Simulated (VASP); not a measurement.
Input:

```xyz
2
Lattice="0.0000 2.8866 2.8866 2.8866 0.0000 2.8866 2.8866 2.8866 0.0000" Properties=species:S:1:pos:R:3 pbc="T T T"
Al     0.0000     0.0000     0.0000
As     1.4433     1.4433     1.4433
```

Level of theory: PBE GGA, VASP's PBE PAW potentials (set 64) (plane waves; VASP 6.6.1). Settings: 400 eV cut-off, 6×6×6 Γ-centred mesh, Gaussian smearing of 0.050 eV, potentials Al As.

Task: What does the run give for the energy per atom (σ→0), pressure, band gap (on the k-mesh) with the smallest direct gap where there is one?

Result: 
The band gap (on the k-mesh) is 1.53 eV. The smallest direct gap (on the k-mesh) is 1.60 eV and the energy per atom (σ→0) is -4.686 eV/atom. The pressure is -1.36 GPa.

The compound is AlAs in the zinc blende structure. The cell was not relaxed at this level.
